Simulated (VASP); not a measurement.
# SrMg6Cr (Amm2) in VASP: reference runs, part 2 of 2

VASP 6.6.1. The steps go on from the part before.

## (6) Equation of state, PBE, collinear spin, ferromagnetic start, 24.78 Å³/atom (volume scaled by 0.98)

Contents of INCAR:

```
PREC     = Accurate       # precision mode
ENCUT    = 520            # plane-wave cutoff, eV
EDIFF    = 1E-7           # SCF threshold, eV
ISMEAR   = -1             # smearing method
SIGMA    = 0.05           # smearing width, eV
LREAL    = F              # projectors in reciprocal space
LASPH    = T              # aspherical terms in the spheres
NELM     = 100            # most SCF steps
ALGO     = Normal         # electronic algorithm
ISIF     = 2              # what is computed and relaxed
LWAVE    = F              # write WAVECAR
LCHARG   = F              # write CHGCAR
ISPIN    = 2              # spin polarisation
MAGMOM   = 0 3 0 0 0 0 0 0 # initial moments
LORBIT   = 11             # projections on sites
LMAXMIX  = 4              # l up to which the mixer works
GGA      = PE             # functional
NBANDS   = 31             # bands
```

Contents of KPOINTS:

```
Automatic mesh
0
Gamma
  5 5 5
```

Contents of POSCAR:

```
SrMg6Cr
1.0
    5.1681599411      0.0000000000      0.0000000000
    0.0000000000      3.3187994988      5.7778934948
    0.0000000000     -3.3187994988      5.7778934948
Sr Cr Mg
1 1 6
Direct
    0.0000000000      0.8290620000      0.8290620000
    0.5000000000      0.6524330000      0.6524330000
    0.5000000000      0.1669280000      0.1669280000
    0.5000000000      0.6596790000      0.1906310000
    0.5000000000      0.1906310000      0.6596790000
    0.0000000000      0.3379250000      0.3379250000
    0.0000000000      0.8201270000      0.3432150000
    0.0000000000      0.3432150000      0.8201270000
```

Potentials or basis: VASP PAW PBE potentials, release 64 (Sr_sv, Cr_pv, Mg).

Launch:

```
cat potpaw_PBE.64/Sr_sv/POTCAR potpaw_PBE.64/Cr_pv/POTCAR potpaw_PBE.64/Mg/POTCAR > POTCAR
mpirun -np 1 vasp_std > vasp.out
```

OUTCAR:

```text
PREC = Accurate
   ENCUT = 520
   EDIFF = 1E-7
   ISMEAR = -1
   LREAL = F
   LASPH = T
   NELM = 100
   ISIF = 2
   ISPIN = 2
   LORBIT = 11
   GGA = PE

 Found     27 irreducible k-points:

 Following reciprocal coordinates:
            Coordinates               Weight
  0.000000  0.000000  0.000000      1.000000
  0.200000  0.000000  0.000000      2.000000
  0.400000  0.000000  0.000000      2.000000
  0.000000  0.200000 -0.000000      4.000000
[... 491 lines left out ...]
      0.00000      0.00000      9.58046         0.000000      0.000000     -0.045701
      2.58408      0.00000      7.53938         0.000000      0.000000     -0.067625
      2.58408      0.00000      1.92898         0.000000      0.000000      0.025233
      2.58408      1.55668      4.91300         0.000000     -0.056051      0.053858
      2.58408     -1.55668      4.91300         0.000000      0.056051      0.053858
      0.00000      0.00000      3.90499         0.000000      0.000000     -0.015882
      0.00000      1.58278      6.72167         0.000000      0.008758     -0.001871
      0.00000     -1.58278      6.72167         0.000000     -0.008758     -0.001871
 -----------------------------------------------------------------------------------
    total drift:                               -0.000000     -0.000000     -0.000881

  FREE ENERGIE OF THE ION-ELECTRON SYSTEM (eV)
  ---------------------------------------------------
  free  energy   TOTEN  =       -18.4279597490 eV

  energy  without entropy=      -18.3956562194  energy(sigma->0) =      -18.41180798

 total charge

# of ion       s       p       d       tot
------------------------------------------
    1        2.049   5.764   0.279   8.092
    2        0.286   6.113   4.073  10.472
    3        0.194   0.109   0.010   0.313
    4        0.224   0.120   0.010   0.354
    5        0.224   0.120   0.010   0.354
    6        0.229   0.119   0.010   0.358
    7        0.224   0.121   0.010   0.355
    8        0.224   0.121   0.010   0.355
--------------------------------------------------
tot          3.652  12.586   4.413  20.651

 magnetization (x)

# of ion       s       p       d       tot
------------------------------------------
    1        0.000   0.011   0.009   0.020
    2        0.073   0.043   3.734   3.851
    3       -0.011  -0.002   0.001  -0.012
    4       -0.010   0.001   0.001  -0.008
    5       -0.010   0.001   0.001  -0.008
    6        0.006   0.003  -0.000   0.008
    7       -0.010   0.001   0.001  -0.008
    8       -0.010   0.001   0.001  -0.008
--------------------------------------------------
tot          0.030   0.058   3.747   3.835
```

stdout:

```text
POSCAR found type information on POSCAR SrCrMg
 POSCAR found :  3 types and       8 ions
 scaLAPACK will be used
 LDA part: xc-table for (Slater+PW92), standard interpolation
 POSCAR, INCAR and KPOINTS ok, starting setup
 FFT: planning ... GRIDC
 FFT: planning ... GRID_SOFT
 FFT: planning ... GRID
 WAVECAR not read
 entering main loop
```

Run time: 7.9 min. Hardware: 1 thread of Intel Xeon Platinum 8259CL at 2.50GHz (Skylake/Cascade Lake), shared host; peak memory 0.55 GiB.

Results:

* Free energy: -18.4280 eV
* Pressure: 0.7 GPa
* Largest force: 0.078 eV/Å
* Band gap on the k mesh: none (metal or under the smearing width)
* Net moment: 4.43 μB per cell
* Site moments: Sr +0.02; Cr +3.85; Mg -0.01, +0.01 μB
* Valence electrons inside the program's atomic spheres: Sr 8.09; Cr 10.47; Mg 0.31, 0.35, 0.36

## (7) Equation of state, PBE, collinear spin, ferromagnetic start, 25.79 Å³/atom (volume scaled by 1.02)

Contents of INCAR:

```
ALGO = Normal
EDIFF = 1E-7
ENCUT = 520
GGA = PE
ISIF = 2
ISMEAR = -1
ISPIN = 2
LASPH = True
LCHARG = False
LMAXMIX = 4
LORBIT = 11
LREAL = False
LWAVE = False
MAGMOM = 0 3 0 0 0 0 0 0
NBANDS = 31
NELM = 120
PREC = Accurate
SIGMA = 0.05
```

Contents of KPOINTS:

```
k-points
0
Gamma
  5 5 5
```

Edit POSCAR of step 6 so:

```diff
@@ -2,5 +2,5 @@
 1.0
-    5.1681599411      0.0000000000      0.0000000000
-    0.0000000000      3.3187994988      5.7778934948
-    0.0000000000     -3.3187994988      5.7778934948
+    5.2375394943      0.0000000000      0.0000000000
+    0.0000000000      3.3633524594      5.8554583677
+    0.0000000000     -3.3633524594      5.8554583677
 Sr Cr Mg
```

Launch:

```
cat potpaw_PBE.64/Sr_sv/POTCAR potpaw_PBE.64/Cr_pv/POTCAR potpaw_PBE.64/Mg/POTCAR > POTCAR
mpirun -np 1 vasp_std > vasp.out
```

It took 8.3 min on 1 thread of Intel Xeon Platinum 8259CL at 2.50GHz (Skylake/Cascade Lake), shared host; peak memory 0.56 GiB.

It converged, with:

```yaml
Free_energy: -18.4302 eV
Pressure: -0.6 GPa
Largest_force: 0.105 eV/Å
Band_gap_on_the_k_mesh: none (metal or under the smearing width)
Net_moment: 4.50 μB per cell
Site_moments: Sr +0.02; Cr +3.89; Mg -0.01, +0.01 μB
Valence_electrons_inside_the_program's_atomic_spheres: Sr 8.07; Cr 10.46; Mg 0.31, 0.34, 0.35
```

## (8) Equation of state, PBE, collinear spin, ferromagnetic start, 26.29 Å³/atom (volume scaled by 1.04)

Contents of INCAR:

```
  ALGO = Normal
  EDIFF = 1E-7
  ENCUT = 520
  GGA = PE
  ISIF = 2
  ISMEAR = -1
  ISPIN = 2
  LASPH = T
  LCHARG = F
  LMAXMIX = 4
  LORBIT = 11
  LREAL = F
  LWAVE = F
  MAGMOM = 0 3 0 0 0 0 0 0
  NBANDS = 31
  NELM = 150
  PREC = Accurate
  SIGMA = 0.05
```

KPOINTS is that of step 7.

Edit POSCAR of step 7 so:

```diff
@@ -2,5 +2,5 @@
 1.0
-    5.2375394943      0.0000000000      0.0000000000
-    0.0000000000      3.3633524594      5.8554583677
-    0.0000000000     -3.3633524594      5.8554583677
+    5.2715504440      0.0000000000      0.0000000000
+    0.0000000000      3.3851930224      5.8934818901
+    0.0000000000     -3.3851930224      5.8934818901
 Sr Cr Mg
```

Launch:

```
cat potpaw_PBE.64/Sr_sv/POTCAR potpaw_PBE.64/Cr_pv/POTCAR potpaw_PBE.64/Mg/POTCAR > POTCAR
mpirun -np 1 vasp_std > vasp.out
```

It took 9.3 min on 1 thread of Intel Xeon Platinum 8259CL at 2.50GHz (Skylake/Cascade Lake), shared host; peak memory 0.6 GiB.

The run converged. Its results:

```
Free energy                                           : -18.4092 eV
Pressure                                              : -1.1 GPa
Largest force                                         : 0.117 eV/Å
Band gap on the k mesh                                : none (metal or under the smearing width)
Net moment                                            : 4.54 μB per cell
Site moments                                          : Sr +0.02; Cr +3.91; Mg -0.01, +0.01 μB
Valence electrons inside the program's atomic spheres : Sr 8.06; Cr 10.45; Mg 0.30, 0.34
```

## (9) Equation of state, PBE, collinear spin, ferromagnetic start, 26.80 Å³/atom (volume scaled by 1.06)

Contents of INCAR:

```
  PREC = Accurate
  ENCUT = 520
  EDIFF = 1E-7
  ISMEAR = -1
  SIGMA = 0.05
  LREAL = F
  LASPH = T
  NELM = 120
  ALGO = Normal
  ISIF = 2
  LWAVE = F
  LCHARG = F
  ISPIN = 2
  MAGMOM = 0 3 0 0 0 0 0 0
  LORBIT = 11
  LMAXMIX = 4
  GGA = PE
  NBANDS = 31
```

Contents of KPOINTS:

```
Automatic mesh
0
Gamma
  5 5 5
```

Edit POSCAR of step 8 so:

```diff
@@ -2,5 +2,5 @@
 1.0
-    5.2715504440      0.0000000000      0.0000000000
-    0.0000000000      3.3851930224      5.8934818901
-    0.0000000000     -3.3851930224      5.8934818901
+    5.3051281037      0.0000000000      0.0000000000
+    0.0000000000      3.4067553428      5.9310210034
+    0.0000000000     -3.4067553428      5.9310210034
 Sr Cr Mg
```

Potentials or basis: VASP PAW PBE potentials, release 64 (Sr_sv, Cr_pv, Mg).

Launch:

```
cat potpaw_PBE.64/Sr_sv/POTCAR potpaw_PBE.64/Cr_pv/POTCAR potpaw_PBE.64/Mg/POTCAR > POTCAR
mpirun -np 1 vasp_std > vasp.out
```

Wall time 9.5 min (1 thread of Intel Xeon Platinum 8259CL at 2.50GHz (Skylake/Cascade Lake), shared host); peak memory 0.6 GiB.

It converged, with:

| Property | Result |
| --- | --- |
| Free energy | -18.3754 eV |
| Pressure | -1.6 GPa |
| Largest force | 0.128 eV/Å |
| Band gap on the k mesh | none (metal or under the smearing width) |
| Net moment | 4.57 μB per cell |
| Site moments | Sr +0.02; Cr +3.92; Mg -0.01, +0.01 μB |
| Valence electrons inside the program's atomic spheres | Sr 8.05; Cr 10.45; Mg 0.30, 0.34 |

## (10) Equation of state, PBE, collinear spin, ferromagnetic start

This step only gathers the single runs of the series.

What came out:

```
Equilibrium volume                        : 25.31 Å³/atom
Bulk modulus at fixed shape and positions : 31 GPa
Pressure derivative of the bulk modulus   : 3.9
```

Energy against volume, from the lowest point:
| volume (Å³/atom) | energy (meV/atom) |
| --- | --- |
| 23.764 | 10.10 |
| 24.270 | 4.41 |
| 24.776 | 1.12 |
| 25.281 | 0.00 |
| 25.787 | 0.84 |
| 26.293 | 3.46 |
| 26.798 | 7.70 |

Caveat: the cell was scaled at fixed shape and fractional positions, which overstates the stiffness of a crystal with free parameters, most of all of layers and chains.

## (11) Overview

```csv
task,cell,gap on the mesh (eV),pressure (GPa),moment (μB),largest force (eV/Å)
single point,as given,none,0.0,4.47,0.09
single point,"atoms moved at random, drawn with an rms of 0.05 Å",none,0.0,4.47,0.25
equation of state,as given,-,-,-,-
```

Alike in all rows: level PBE; potentials or basis VASP PAW PBE potentials, release 64 (Sr_sv, Cr_pv, Mg); spin collinear, ferromagnetic start; k mesh 5 × 5 × 5; cutoff (eV) 520; smearing fermi-dirac 0.05 eV.

Caveats: the cell was scaled at fixed shape and fractional positions, which overstates the stiffness of a crystal with free parameters, most of all of layers and chains (some runs).

Total energies depend on the potentials used, so only differences within one code and one set of settings carry meaning.
